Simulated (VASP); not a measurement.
OSZICAR of a VASP run on Tb (hcp):

File OSZICAR:
```
       N       E                     dE             d eps       ncg     rms          rms(c)
DAV:   1     0.362508125868E+02    0.36251E+02   -0.77621E+03  2200   0.101E+03
DAV:   2    -0.714518023690E+01   -0.43396E+02   -0.42323E+02  2374   0.225E+02
DAV:   3    -0.905555394890E+01   -0.19104E+01   -0.17683E+01  3048   0.282E+01
DAV:   4    -0.909655797757E+01   -0.41004E-01   -0.40672E-01  2513   0.408E+00
DAV:   5    -0.909755562840E+01   -0.99765E-03   -0.99696E-03  3055   0.543E-01    0.235E+01
DAV:   6    -0.909957915065E+01   -0.20235E-02   -0.21461E-02  2570   0.123E+00    0.140E+01
DAV:   7    -0.910841605127E+01   -0.88369E-02   -0.39283E-02  2596   0.168E+00    0.216E-01
DAV:   8    -0.910810021018E+01    0.31584E-03   -0.21476E-03  2554   0.376E-01    0.599E-02
DAV:   9    -0.910810713278E+01   -0.69226E-05   -0.21038E-04  2709   0.114E-01    0.319E-02
DAV:  10    -0.910810093231E+01    0.62005E-05   -0.31060E-05  2614   0.413E-02    0.387E-02
DAV:  11    -0.910810203961E+01   -0.11073E-05   -0.42271E-06  2504   0.155E-02    0.104E-03
DAV:  12    -0.910810229892E+01   -0.25931E-06   -0.30441E-07  1537   0.491E-03
   1 F= -.91081023E+01 E0= -.91076182E+01  d E =-.145223E-02
```

Which electronic solver shows in the log?

It is blocked Davidson (ALGO = Normal, or the opening steps of other solvers). The INCAR had ALGO = Normal.

Can the final energy be trusted as converged?

Self-consistency was reached. It stopped with EDIFF = 1E-6, NELM = 100 (PBE GGA, plane waves, VASP's PBE PAW potentials (set 64)). The 4f electrons are frozen in the core of the lanthanide potential, so 4f levels, which can set the real gap, and their magnetism are missing.

The compound is Tb in the hcp structure. The cell was not relaxed at this level. The run is one of a series of settings (KGAMMA = .FALSE., KSPACING = 0.16, KPOINTS file removed against the base run), some of them coarse on purpose.
